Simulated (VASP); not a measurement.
**Hf3Si (relaxed from the A15 structure, space group Pm-3n): computed properties**

All values below come from PBEsol GGA, VASP's PBE PAW potentials (set 64) (plane waves; VASP).

- space group = Pm-3n (223)
- cell = a = b = c = 5.3230 Å, α = β = γ = 90.00°
- volume per atom = 18.85 Å³/atom
- band gap (over mesh and band path) = none (metal, semimetal or under 0.01 eV)
- density = 12.41 g/cm³

```cif
data_Hf6Si2
_chemical_formula_sum 'Hf6 Si2'
_space_group_name_H-M_alt 'P 1'
_space_group_IT_number 1
_cell_length_a 5.32301
_cell_length_b 5.32301
_cell_length_c 5.32301
_cell_angle_alpha 90.000
_cell_angle_beta 90.000
_cell_angle_gamma 90.000
loop_
_space_group_symop_operation_xyz
  'x, y, z'
loop_
_atom_site_label
_atom_site_type_symbol
_atom_site_fract_x
_atom_site_fract_y
_atom_site_fract_z
_atom_site_occupancy
Hf1 Hf 0.25000 0.00000 0.50000 1
Hf2 Hf 0.75000 0.00000 0.50000 1
Hf3 Hf 0.00000 0.50000 0.25000 1
Hf4 Hf 0.00000 0.50000 0.75000 1
Hf5 Hf 0.50000 0.25000 0.00000 1
Hf6 Hf 0.50000 0.75000 0.00000 1
Si1 Si 0.00000 0.00000 0.00000 1
Si2 Si 0.50000 0.50000 0.50000 1
```

Unless said otherwise, spin-orbit coupling is left out, though it shifts the bands of the heavy elements here.

The structure was generated: Hf3Si was put into the A15 type (Pm-3n), which need not be its known phase. It was relaxed first, which changed the volume by -16 %. Symmetry was kept, so distortions that lower it aren't found.
